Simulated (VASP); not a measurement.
# CdAg in VASP: further runs

The runs below take CdAg through work function, with PBE.

Program: VASP 6.6.1. These are calculated values, not measurements. Logs are shortened: lines on timing, memory, paths and dates and some standing lists are left out, and cuts for length are marked.

### 1 Starting point

The cell holds a sheet with vacuum, 2 atoms: a = 4.757 Å, b = 4.757 Å, c = 23.800 Å, α = 90.00°, β = 90.00°, γ = 120.00°.

The cell was built by a generator and needn't be a form met in nature.

### 2 Work function, PBE

INCAR reads:

```
SYSTEM = CdAg
ALGO = Normal
DIPOL = 0.5 0.5 0.294
EDIFF = 1E-7
EFIELD = 0.3
ENCUT = 520
GGA = PE
IDIPOL = 3
ISIF = 2
ISMEAR = -1
LASPH = .TRUE.
LCHARG = .FALSE.
LDIPOL = .TRUE.
LREAL = .FALSE.
LVACPOTAV = .TRUE.
LVHAR = .TRUE.
LWAVE = .FALSE.
NELM = 80
PREC = Accurate
SIGMA = 0.05
```

KPOINTS reads:

```
k-points
0
G
  7 7 1
  0 0 0
```

POSCAR reads:

```
CdAg
1.0
    4.7568800000      0.0000000000      0.0000000000
   -2.3784400000      4.1195800000      0.0000000000
    0.0000000000      0.0000000000     23.8000000000
Cd Ag
1 1
Direct
    0.3333300000      0.6666700000      0.2941200000
    0.0000000000      0.0000000000      0.2941200000
```

Potentials or basis: VASP PAW PBE potentials, release 64 (Cd, Ag).

Launch:

```bash
> cat potpaw_PBE.64/Cd/POTCAR potpaw_PBE.64/Ag/POTCAR > POTCAR
> mpirun -np 1 vasp_std > vasp.out
```

OUTCAR:

```text
SYSTEM = CdAg
   EDIFF = 1E-7
   ENCUT = 520
   GGA = PE
   ISIF = 2
   ISMEAR = -1
   LASPH = .TRUE.
   LREAL = .FALSE.
   NELM = 80
   PREC = Accurate

 ion  position               nearest neighbor table
   1  0.333  0.667  0.294-   2 2.75   2 2.75   2 2.75
   2  0.000  0.000  0.294-   1 2.75   1 2.75   1 2.75

  LATTYP: Found a hexagonal cell.
 ALAT       =     4.7568800000
 C/A-ratio  =     5.0032794605

  Lattice vectors:

 A1 = (   4.7568800000,   0.0000000000,   0.0000000000)
 A2 = (  -2.3784400000,   4.1195800000,   0.0000000000)
 A3 = (   0.0000000000,   0.0000000000,  23.8000000000)

Analysis of symmetry for initial positions (statically):
=====================================================================
 Subroutine PRICEL returns:
 Original cell was already a primitive cell.

 Routine SETGRP: Setting up the symmetry group for a
 hexagonal supercell.

 Subroutine GETGRP returns: Found  4 space group operations
 (whereof  2 operations were pure point group operations)
 out of a pool of 24 trial point group operations.

The static configuration has the point symmetry C_1h.
 The point group associated with its full space group is C_2v.

Analysis of symmetry for dynamics (positions and initial velocities):
=====================================================================
 An external electric field (EFIELD) may reduce the allowed symmetry operations
 Subroutine PRICEL returns:
 Original cell was already a primitive cell.

 Routine SETGRP: Setting up the symmetry group for a
 hexagonal supercell.

 Subroutine GETGRP returns: Found  2 space group operations
 (whereof  2 operations were pure point group operations)
 out of a pool of 24 trial point group operations.

The dynamic configuration has the point symmetry C_1h.

 Subroutine INISYM returns: Found  2 space group operations
 (whereof  2 operations are pure point group operations),
 and found     1 'primitive' translations

----------------------------------------------------------------------------------------

                                     Primitive cell

  volume of cell :     466.3931

  direct lattice vectors                    reciprocal lattice vectors
     4.756880000  0.000000000  0.000000000     0.210221826  0.121371596  0.000000000
    -2.378440000  4.119580000  0.000000000     0.000000000  0.242743192  0.000000000
     0.000000000  0.000000000 23.800000000     0.000000000  0.000000000  0.042016807

  length of vectors
     4.756880000  4.756880933 23.800000000     0.242743240  0.242743192  0.042016807

  position of ions in fractional coordinates (direct lattice)
     0.333330000  0.666670000  0.294120000
     0.000000000  0.000000000  0.294120000

  ion indices of the primitive-cell ions
   primitive index   ion index
                 1           1
                 2           2

----------------------------------------------------------------------------------------

 KPOINTS: k-points

Automatic generation of k-mesh.
 Grid dimensions read from file:
 generate k-points for:    7    7    1

 Generating k-lattice:

  Cartesian coordinates                     Fractional coordinates (reciprocal lattice)
     0.030031689  0.017338799  0.000000000     0.142857143  0.000000000  0.000000000
     0.000000000  0.034677599  0.000000000     0.000000000  0.142857143  0.000000000
     0.000000000  0.000000000  0.042016807     0.000000000  0.000000000  1.000000000

  Length of vectors
     0.034677606  0.034677599  0.042016807

  Shift w.r.t. Gamma in fractional coordinates (k-lattice)
     0.000000000  0.000000000  0.000000000

 Subroutine IBZKPT returns following result:
 ===========================================

 Found     16 irreducible k-points:

 Following reciprocal coordinates:
            Coordinates               Weight
  0.000000  0.000000  0.000000      1.000000
  0.142857  0.000000  0.000000      4.000000
 -0.142857  0.142857  0.000000      2.000000
  0.285714  0.000000  0.000000      4.000000
 -0.285714  0.285714  0.000000      2.000000
  0.428571  0.000000  0.000000      4.000000
[... 8 lines left out ...]
  0.285714  0.285714  0.000000      2.000000
 -0.285714 -0.428571  0.000000      4.000000
   k-points           NKPTS =     16   k-points in BZ     NKDIM =     16   number of bands    NBANDS=     15
   number of dos      NEDOS =    301   number of ions     NIONS =      2
   total plane-waves  NPLWV = 233280
   dimension x,y,z NGX =    36 NGY =   36 NGZ =  180
   dimension x,y,z NGXF=    72 NGYF=   72 NGZF=  360
   ions per type =               1   1
   NGX,Y,Z   is equivalent  to a cutoff of  12.58, 12.58, 12.57 a.u.
   NGXF,Y,Z  is equivalent  to a cutoff of  25.16, 25.16, 25.15 a.u.
 SYSTEM =  CdAg
   PREC   = accura    normal or accurate (medium, high low for compatibility)
   ISTART =      0    job   : 0-new  1-cont  2-samecut
   ICHARG =      2    charge: 1-file 2-atom 10-const
   ISPIN  =      1    spin polarized calculation?
   LNONCOLLINEAR =      F non collinear calculations
   LSORBIT =      F    spin-orbit coupling
   LASPH  =      T    aspherical Exc in radial PAW
   ENCUT  =  520.0 eV  38.22 Ry    6.18 a.u.   8.84  8.84 44.25*2*pi/ulx,y,z
   NELM   =     80;   NELMIN=  2; NELMDL= -5     # of ELM steps
   EDIFF  = 0.1E-06   stopping-criterion for ELM
   LREAL  =      F    real-space projection
   EDIFFG = 0.1E-05   stopping-criterion for IOM
   NSW    =      0    number of steps for IOM
   IBRION =     -1    ionic relax: 0-MD 1-quasi-New 2-CG
   NFREE  =      0    steps in history (QN), initial steepest desc. (CG)
   ISIF   =      2    stress and relaxation
   ISYM   =      2    0-nonsym 1-usesym 2-fastsym
   POTIM  = 0.5000    time-step for ionic-motion
   TEBEG  =    0.0;   TEEND  =   0.0 temperature during run
   PSTRESS=    0.0 pullay stress
   NELECT =      23.0000    total number of electrons
   NUPDOWN=      -1.0000    fix difference up-down
   EMIN   =  10.00;   EMAX   =-10.00  energy-range for DOS
   EFERMI =   0.00;   METHOD = LEGACY
   ISMEAR =    -1;   SIGMA  =   0.05  broadening in eV -4-tet -1-fermi 0-gaus
   EFERMI_NEDOS =   21; number of points for ismear=-14 and -15
   IALGO  =     38    algorithm
   IMIX   =      4    mixing-type and parameters
     AMIX     =   0.40;   BMIX     =  1.00
     AMIX_MAG =   1.60;   BMIX_MAG =  1.00
  volume/ion in A,a.u.               =     233.20      1573.69
  Fermi-wavevector in a.u.,A,eV,Ry     =   0.600344  1.134485  4.903713  0.360413
  Thomas-Fermi vector in A             =   1.652167
   LORBIT       =      0    0 simple, 1 ext, 2 COOP (PROOUT), +10 PAW based schemes
   GGA     = PE    functional components
   LHFCALC =     F    Hartree Fock is set to
   AEXX    =    0.0000 exact exchange contribution
   IVDW    =     0    specifies the selected vdW correction
   LEPSILON=     F    determine dielectric tensor
   LRPA    =     F    only Hartree local field effects (RPA)
 non-spin polarized calculation
  energy-cutoff  :      520.00
  volume of cell :      466.39
 maximum number of plane-waves:     12615
   NGX = 17   NGY = 17   NGZ = 89

 dipolmoment           0.000000      0.000000     -0.000000 electrons x Angstroem

 number of electron      22.9999993 magnetization

 dipolmoment           0.000000      0.000000      0.094131 electrons x Angstroem

 Free energy of the ion-electron system (eV)
  ---------------------------------------------------
  ext. energy  EPLUGINS =         0.00000000
  ---------------------------------------------------
  free energy    TOTEN  =        -2.19735309 eV

  energy without entropy =       -2.18046311  energy(sigma->0) =       -2.18890810

 E-fermi :  -3.2121     XC(G=0):  -1.6379

 val. band max:       -3.2204063049   @ k =   0.2857   0.1429   0.0000
 cond. band min:      -2.3788750108   @ k =   0.0000   0.0000   0.0000
 fundamental gap:      0.8415312941
 Fermi energy:        -3.2120757088

 k-point     1 :       0.0000    0.0000    0.0000
  band No.  band energies     occupation
      1     -11.6748      2.00000
      2     -11.6081      2.00000
      3     -11.6081      2.00000
      4     -11.5535      2.00000
      5     -11.5535      2.00000
      6      -7.9994      2.00000
      7      -7.4046      2.00000
      8      -7.4046      2.00000
      9      -7.0020      2.00000
     10      -7.0020      2.00000
     11      -6.5857      2.00000
     12      -2.3789      0.00000
     13      -1.0126      0.00000
     14      -0.0393      0.00000
     15       1.0296      0.00000

 k-point     2 :       0.1429    0.0000    0.0000
  band No.  band energies     occupation
      1     -11.6710      2.00000
      2     -11.6191      2.00000
      3     -11.6141      2.00000
      4     -11.5561      2.00000
      5     -11.5551      2.00000
      6      -7.8945      2.00000
      7      -7.3612      2.00000
      8      -7.3489      2.00000
      9      -7.0254      2.00000
     10      -6.9998      2.00000
     11      -6.5385      2.00000
     12      -2.1624      0.00000
     13      -0.8317      0.00000
     14      -0.2953      0.00000
     15       0.1447      0.00000

 k-point     3 :      -0.1429    0.1429    0.0000
  band No.  band energies     occupation
      1     -11.6710      2.00000
      2     -11.6191      2.00000
      3     -11.6141      2.00000
      4     -11.5561      2.00000
      5     -11.5551      2.00000
      6      -7.8945      2.00000
      7      -7.3612      2.00000
      8      -7.3489      2.00000
      9      -7.0254      2.00000
     10      -6.9998      2.00000
     11      -6.5385      2.00000
     12      -2.1624      0.00000
     13      -0.8317      0.00000
     14      -0.2953      0.00000
     15       0.1447      0.00000
[... 199 lines left out ...]
 k-point    15 :       0.2857    0.2857    0.0000
  band No.  band energies     occupation
      1     -11.7177      2.00000
      2     -11.6469      2.00000
      3     -11.6089      2.00000
      4     -11.5789      2.00000
      5     -11.5525      2.00000
      6      -7.6459      2.00000
      7      -7.1139      2.00000
      8      -7.0513      2.00000
      9      -6.9982      2.00000
     10      -6.9613      2.00000
     11      -5.2034      2.00000
     12      -4.0297      2.00000
     13      -2.3680      0.00000
     14      -0.1733      0.00000
     15       1.0201      0.00000

 k-point    16 :      -0.2857   -0.4286    0.0000
  band No.  band energies     occupation
      1     -11.7177      2.00000
      2     -11.6469      2.00000
      3     -11.6089      2.00000
      4     -11.5789      2.00000
      5     -11.5525      2.00000
      6      -7.6459      2.00000
      7      -7.1139      2.00000
      8      -7.0513      2.00000
      9      -6.9982      2.00000
     10      -6.9613      2.00000
     11      -5.2034      2.00000
     12      -4.0297      2.00000
     13      -2.3680      0.00000
     14      -0.1732      0.00000
     15       1.0201      0.00000

------------------------ aborting loop because EDIFF is reached ----------------------------------------

  FORCE on cell =-STRESS in cart. coord.  units (eV):
  Direction    XX          YY          ZZ          XY          YZ          ZX
  --------------------------------------------------------------------------------------
  -------------------------------------------------------------------------------------
  Total        0.1717324      0.1715350     -0.0365909     -0.0001710     -0.0000001      0.0000002
  in kB        0.5899439      0.5892659     -0.1256990     -0.0005874     -0.0000003      0.0000006
  external PRESSURE =       0.3511703 kB  Pullay stress =       0.0000000 kB

 VOLUME and BASIS-vectors are now :
 -----------------------------------------------------------------------------
  energy-cutoff  :      520.00
  volume of cell :      466.39
      direct lattice vectors                 reciprocal lattice vectors
     4.756880000  0.000000000  0.000000000     0.210221826  0.121371596  0.000000000
    -2.378440000  4.119580000  0.000000000     0.000000000  0.242743192  0.000000000
     0.000000000  0.000000000 23.800000000     0.000000000  0.000000000  0.042016807

 POSITION                                       TOTAL-FORCE (eV/Angst)
 -----------------------------------------------------------------------------------
     -0.00002      2.74640      7.00006         0.000081     -0.000047     -0.012083
      0.00000      0.00000      7.00006        -0.000081      0.000047      0.012083
 -----------------------------------------------------------------------------------
    total drift:                               -0.000003      0.000002     -0.000069

  FREE ENERGIE OF THE ION-ELECTRON SYSTEM (eV)
  ---------------------------------------------------
  free  energy   TOTEN  =        -2.1973530869 eV

  energy  without entropy=       -2.1804631122  energy(sigma->0) =       -2.18890810
```

It took 2 min on 1 thread of Intel Xeon Platinum 8488C (Sapphire Rapids), shared host; peak memory 0.59 GiB.

Results:

| Item | Value |
| --- | --- |
| Free energy | -2.1974 eV |
| Largest force | 0.012 eV/Å |
| Band gap on the k mesh | none (metal or under the smearing width) |

Forces in eV/Å, atoms in the order of the input:
```
Cd   0.000  0.000 -0.012
Ag   0.000  0.000  0.012
```

Levels at points of the mesh, in eV from the Fermi level:
| k point | band 10 | band 11 | band 12 | band 13 | band 14 | band 15 |
| --- | --- | --- | --- | --- | --- | --- |
| (0.00, 0.00, 0.00) | -3.79 | -3.37 | 0.83 | 2.20 | 3.17 | 4.24 |

(Continued in part 2 of 2.)
